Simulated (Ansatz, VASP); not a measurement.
# Cross-check of Ge (Germanium) between VASP and Ansatz, part 2 of 2

Aim: how closely do two programs agree when they are given the same cell, functional and k mesh? The cell is taken from a series of runs on this material, whose earlier steps may have relaxed, scaled, displaced or heated it; both programs get it as it stands.

VASP 6.6.1 and Ansatz 0.2.0.

So far: The starting structure; VASP: zone-centre phonons, PBEsol.

## (2) VASP: zone-centre phonons, PBEsol (continued)

Level of this step: PBEsol; plane waves and PAW (Ge_d) (VASP).

Numbers of over 12 decimals in the logs are rounded to 6 here.

From OUTCAR (step 2):

```text
ion  position               nearest neighbor table
   1  0.501  0.501  0.499-   2 2.46   2 2.46   2 2.48   2 2.48
   2  0.749  0.749  0.751-   1 2.46   1 2.46   1 2.48   1 2.48

  LATTYP: Found a body centered orthorhombic cell.
 ALAT       =     4.0125172373
 B/A-ratio  =     1.0201776107
 C/A-ratio  =     1.4036315914

 Subroutine GETGRP returns: Found  4 space group operations
 (whereof  2 operations were pure point group operations)

The static configuration has the point symmetry C_1h.
 The point group associated with its full space group is C_2h.

   k-points           NKPTS =   1728   k-points in BZ     NKDIM =   1728   number of bands    NBANDS=     20

   dimension x,y,z NGX =    30 NGY =   30 NGZ =   30
   dimension x,y,z NGXF=    60 NGYF=   60 NGZF=   60

   ENCUT  =  500.0 eV  36.75 Ry    6.06 a.u.   7.33  7.33  7.46*2*pi/ulx,y,z

   NELECT =      28.0000    total number of electrons

 k-points in reciprocal lattice and weights: Points of the shifted mesh
   0.04166667  0.04166667  0.04166667       0.001
   0.04166667  0.04166667  0.12500000       0.001
   0.04166667  0.04166667  0.20833333       0.001
   0.04166667  0.04166667  0.29166667       0.001
   0.04166667  0.04166667  0.37500000       0.001
   0.04166667  0.04166667  0.45833333       0.001
   0.04166667  0.04166667  0.54166667       0.001
   0.04166667  0.04166667  0.62500000       0.001
   0.04166667  0.04166667  0.70833333       0.001
[...]
0.95833333  0.95833333  0.87500000       0.001
   0.95833333  0.95833333  0.95833333       0.001

 average (electrostatic) potential at core
       1 -74.3507       2 -74.3507

  Total       -0.3779163     -0.3779163     -0.0372146     -0.3380519     -0.0029708     -0.0029708
  in kB      -13.0905081    -13.0905081     -1.2890645    -11.7096612     -0.1029029     -0.1029056
  external PRESSURE =      -9.1566935 kB  Pullay stress =       0.0000000 kB

  energy-cutoff  :      500.00
  volume of cell :       46.25
      direct lattice vectors                 reciprocal lattice vectors
     0.028624747  2.865902895  2.816047978    -0.176225232  0.176225232  0.177553793
     2.865902895  0.028624747  2.816047978     0.176225232 -0.176225232  0.177553793
     2.894527642  2.894527642  0.000000000     0.172739756  0.172739756 -0.177553793

 POSITION                                       TOTAL-FORCE (eV/Angst)
 -----------------------------------------------------------------------------------
      2.89433      2.89433      2.82319         0.000010      0.000010     -0.000297
      4.34199      4.34199      4.21693        -0.000010     -0.000010      0.000297
 -----------------------------------------------------------------------------------
    total drift:                                0.000000      0.000000     -0.000000

 Eigenvectors and eigenvalues of the dynamical matrix
 ----------------------------------------------------

   1 f  =    8.621963 THz    54.173389 2PiTHz  287.597717 cm-1    35.657556 meV
             X         Y         Z           dx          dy          dz
      2.894328  2.894328  2.823191    -0.500000    0.500000    0.000000
      4.341991  4.341991  4.216929     0.500000   -0.500000   -0.000000

   2 f  =    8.520516 THz    53.535978 2PiTHz  284.213807 cm-1    35.238005 meV
             X         Y         Z           dx          dy          dz
      2.894328  2.894328  2.823191     0.002537    0.002537    0.707098
      4.341991  4.341991  4.216929    -0.002537   -0.002537   -0.707098

   3 f  =    8.432647 THz    52.983887 2PiTHz  281.282842 cm-1    34.874612 meV
             X         Y         Z           dx          dy          dz
      2.894328  2.894328  2.823191     0.499994    0.499994   -0.003588
      4.341991  4.341991  4.216929    -0.499994   -0.499994    0.003588

   4 f  =    0.000000 THz     0.000000 2PiTHz    0.000002 cm-1     0.000000 meV
             X         Y         Z           dx          dy          dz
      2.894328  2.894328  2.823191    -0.391531    0.582169    0.088216
      4.341991  4.341991  4.216929    -0.391531    0.582169    0.088216

   5 f/i=    0.000000 THz     0.000000 2PiTHz    0.000001 cm-1     0.000000 meV
             X         Y         Z           dx          dy          dz
      2.894328  2.894328  2.823191     0.139002   -0.011559    0.693213
      4.341991  4.341991  4.216929     0.139002   -0.011559    0.693213

   6 f/i=    0.000000 THz     0.000000 2PiTHz    0.000002 cm-1     0.000000 meV
             X         Y         Z           dx          dy          dz
      2.894328  2.894328  2.823191    -0.572173   -0.401180    0.108042
      4.341991  4.341991  4.216929    -0.572173   -0.401180    0.108042

 ELASTIC MODULI CONTR FROM IONIC RELAXATION (kBar)
 Direction    XX          YY          ZZ          XY          YZ          ZX
 --------------------------------------------------------------------------------
 XX          -0.2571     -0.2421     -0.6068      7.2445      1.5183      0.7051
 YY          -0.2421     -0.2571     -0.6068      6.9329     -0.1725      2.7066
 ZZ          -0.6068     -0.6068     -1.5345     18.1238     -0.8980      2.1925
 XY           7.2445      6.9329     18.1238   -217.9350      1.3133      1.7277
 YZ           1.5183     -0.1725     -0.8980      1.3133   -205.5093     25.0413
 ZX           0.7051      2.7066      2.1925      1.7277     25.0413   -209.8914
 --------------------------------------------------------------------------------
```

## (3) Ansatz: zone-centre phonons, PBEsol

Ansatz runs on its PAW soft_1 files.

The same cell, functional, mesh and smearing now go to Ansatz, which takes its cutoff from its data sets.

Input file input.yaml:

```yaml
crystal:
  lattice:
    - [0.028624747, 2.8659028951, 2.8160479776]
    - [2.8659028951, 0.028624747, 2.8160479776]
    - [2.8945276421, 2.8945276421, 0.0]
  atoms:
    - { symbol: Ge, position: [0.501268342, 0.501268342, 0.4986625856] }
    - { symbol: Ge, position: [0.748731658, 0.748731658, 0.7513374144] }
kpoints:
  mp_grid: { grid: [12, 12, 12], shift: [0.5, 0.5, 0.5] }
hamiltonian:
  xc: pbesol
  pseudopotentials: { kind: paw, azcp: { folder: soft_1 }, xc_functional: pbe }
scf:
  occupations: { method: gaussian, width: 0.015 }
output:
  eigenvalues: true
phonons:
  method: dfpt
```

On the command line:

```bash
$ ansatz run input.yaml --threads 4 --pin off --max-ram 10240MiB --backend cpu --events-out ev --progress --plain --runs-dir out
```

What it wrote:

```text
Engine: ansatz 0.2.0, aarch64-unknown-linux-gnu
Pseudopotentials: kind: paw
Pseudopotential: Ge, paw, valence charge 14, recommended cutoff 420 eV (normal), soft_1/Ge.paw.azcp
Functional definition: PBEsol
  exchange = pbesol_x
  correlation = pbesol_c
Crystal: 2 atoms, lattice volume = 46.254 Å³
Basis set: ecut = 420 eV, 917 PW (Γ), exchange–correlation on 64×64×64 points (8 copies of the dense FFT grid, shifted against one another)
Bands: 18, of which v1, the nominal top of the filled ones, is band 14 counted from 1 (13 counted from 0)
Symmetry: 4 space group operations
k-points: 864 of 1728 (irreducible under 1 space group operation, time reversal used)
Non-local potential: Ge, projectors of the file, l = 0: 2, l = 1: 2, l = 2: 3, l = 3: 1
PAW form: soft (Blöchl's): semilocal exchange-correlation on the pseudo side does not see the compensation charge
PAW frozen core: Ge, regenerated for the run's functional, and the local potential with it (the file was generated under x = pbe(κ = 0.804, μ = 0.219515), c = pbe(β = 0.066725))
PAW one-centre angular grid: Ge, 590 points (default); XC on 64 Gauss nodes
Initial density: superposition of atomic densities (chi_scale 0.1, normalization cell)
Initial wavefunctions: pseudopotential atomic-orbital guess
Functional: x = pbesol(κ = 0.804, μ = 0.123457), c = pbesol(β = 0.046)
SCF iter   1: F=—  HF=-8507.068791 eV  |F-HF|=—  |Δ(HF+E_count)|=         —  Δρ=3.43e-2  dr2=4.33e-1  ethr=3.10e-3  ⟨swp⟩=6.0  Hψ=71579  notcnv=0
preconditioner: auto → none  [insulator: Δε(μ)=0.260 eV  Ē_g=23.190 eV  σ=0.015 eV  W_gap=1.00  n_scr=14 (ndim 8)  ℏωp=28.9 eV  f_vac=0.000  D(μ)=0.00/eV (n_scr^D=0)  ε∞_Penn≈2.6]
SCF iter   2: F=—  HF=-8507.007402 eV  |F-HF|=—  |Δ(HF+E_count)|=   6.14e-2  Δρ=1.65e-2  dr2=8.27e-2  ethr=1.55e-3  ⟨swp⟩=2.0  Hψ=25542  notcnv=0
SCF iter   3: F=—  HF=-8507.000674 eV  |F-HF|=—  |Δ(HF+E_count)|=   6.73e-3  Δρ=1.47e-3  dr2=2.72e-4  ethr=2.96e-4  ⟨swp⟩=2.5  Hψ=21233  notcnv=0
SCF iter   4: F=—  HF=-8507.000871 eV  |F-HF|=—  |Δ(HF+E_count)|=   1.96e-4  Δρ=1.55e-4  dr2=1.15e-5  ethr=9.70e-7  ⟨swp⟩=2.0  Hψ=27312  notcnv=0
SCF iter   5: F=—  HF=-8507.000864 eV  |F-HF|=—  |Δ(HF+E_count)|=   6.27e-6  Δρ=1.22e-4  dr2=5.08e-6  ethr=4.11e-8  ⟨swp⟩=2.0  Hψ=27648  notcnv=0
SCF iter   6: F=—  HF=-8507.000857 eV  |F-HF|=—  |Δ(HF+E_count)|=   6.89e-6  Δρ=3.60e-5  dr2=5.37e-7  ethr=1.81e-8  ⟨swp⟩=2.0  Hψ=27648  notcnv=0
SCF iter   7: F=—  HF=-8507.000856 eV  |F-HF|=—  |Δ(HF+E_count)|=   8.55e-7  Δρ=8.13e-6  dr2=2.30e-8  ethr=1.92e-9  ⟨swp⟩=2.0  Hψ=27648  notcnv=0
SCF iter   8: F=—  HF=-8507.000856 eV  |F-HF|=—  |Δ(HF+E_count)|=   2.29e-8  Δρ=4.59e-7  dr2=8.29e-11  ethr=8.20e-11  ⟨swp⟩=2.0  Hψ=27648  notcnv=0
SCF iter   9: F=-8507.000856 eV  HF=-8507.000856 eV  |F-HF|=1.82e-12  |Δ(HF+E_count)|=  3.09e-11  Δρ=1.84e-8  dr2=1.14e-13  ethr=1.00e-12  ⟨swp⟩=6.0  Hψ=69259  notcnv=0
SCF 1 converged in 9 iterations: F = -8507.000856 eV  dr2 = 1.14e-13
  greatest PAW one-centre occupation: 0.998 electrons in one spin orbital (limit 2), on the Ge atom at site 1 (counted from 0), in its partial waves of l = 2
DFPT response loops at Γ: preconditioner auto → none (the input reference at scf.mixing.eps_inf says where Resta's filter doesn't serve); β = 0.50; Broyden in place of MSR1
SCF converged after 9 iterations
Free energy (F): -8507.000856 eV
Harris-Foulkes:  -8507.000856 eV  (|F-HF|=1.82e-12)
Internal energy: -8507.000856 eV  (E = F + TS)
E sigma→0 (E₀):  -8507.000856 eV
Fermi energy:    8.207766 eV
--- Per-component energies (eV) ---
  E_band       = -310.492053
  E_kinetic    = 185.265742
  E_local      = -4534.387313  (includes V_loc(G=0)·N_el)
  E_nonlocal   = 438.550184
  E_hartree    = 2156.553329
  E_xc         = -141.979023
  E_vxc        = -130.042582  (∫ρ·V_xc dr)
  E_paw        = -3944.589911  (= ΣΔE_a)
  E_vpaw       = -582.984787  (= ΣTr[D̂ρ^β])
  E_aug_tail   = 0.000032  (compensation charges beyond the density's cutoff)
  E_ewald      = -2668.249773
  E_core_change = 1.835876  (= ΣΔE_core)
  E_smearing   = -0.000000  (= −TS)
  E_closure    = -0.000000  (closes the sum)
  Σ components = -8507.000856   (vs F -8507.000856, Δ=0.00e0)
--- Band table (eV; the first three rows and the last of 864) ---
  k-point 0: bands = [... 10 lower, -4.4799, 7.2462, 8.1044, 8.1200, 8.6149, 10.6505, 10.6715, 10.8325]
  k-point 1: bands = [... 10 lower, -4.3727, 6.0817, 7.6564, 8.0381, 9.2636, 10.9399, 10.9465, 11.2403]
  k-point 2: bands = [... 10 lower, -4.1060, 4.5848, 7.2135, 7.7178, 9.2459, 11.3370, 11.5283, 12.3624]
  k-point 863: bands = [... 10 lower, -2.3975, 0.6246, 6.3863, 6.7306, 8.3397, 11.6679, 11.9358, 15.1275]
--- Phonons (Γ-DFPT): 2 representative perturbations + reference, on 864 of 1728 k-points (Σ response iterations 6) ---
  k mesh reduced under 1 symmetry operation, with k and −k counted as one. Each operation leaves every solved perturbation unchanged. A smaller set is not used because it would not reduce the number of displacements times k-points to solve
  ASR residual: 3.212e-5 → 0.000e0 eV/Å²; symmetrization residual: 2.245e-6 eV/Å²
  ASR residual per site (eV/Å²): 3.21e-5 3.21e-5
  Γ frequencies (cm⁻¹): 0.00 0.00 0.00 281.81 284.18 287.80
  non-analytic LO–TO correction: not included (Born effective charges unavailable; polar crystals: no LO–TO splitting at Γ)
```

## (4) Comparison

Known differences besides the potentials themselves: the cutoff is 420 eV in Ansatz and 500 eV in VASP; Ansatz makes its cores anew for this functional, VASP keeps those of its PBE data sets. Total energies have different zeros and are not compared.

Both answers:

```csv
quantity,Ansatz,VASP,difference
optical mode 1 (cm⁻¹),281.8,281.3,+0.19 %
optical mode 2 (cm⁻¹),284.2,284.2,-0.01 %
optical mode 3 (cm⁻¹),287.8,287.6,+0.07 %
```

Modes are paired by rising frequency, not by their patterns, so a pair may set unlike modes beside each other; they are those without the splitting of longitudinal modes.

## (5) What came out

```
r.m.s. difference of the optical zone-centre modes, each program's sorted by frequency (zone-centre phonons, PBEsol) : 0.33 cm⁻¹
```

In words: The r.m.s. difference of the optical zone-centre modes, each program's sorted by frequency is 0.33 cm⁻¹ (zone-centre phonons, PBEsol). Such differences can come from data sets, numerical settings and the points named under the comparisons, not from the functional's error against experiment.

[Lines on the potential files, build, host, timing and source positions are cut from VASP's logs without a mark.]

[Logs are printed without paths, hosts, clocks, repeated set-up lines and the standing remarks that a program may print on its own settings, such as how far it seeks lower states.]

[Hosts, paths, dates, database ids (printed as entryN), source tags and the programs' standing remarks are cut or masked in the printed files.]
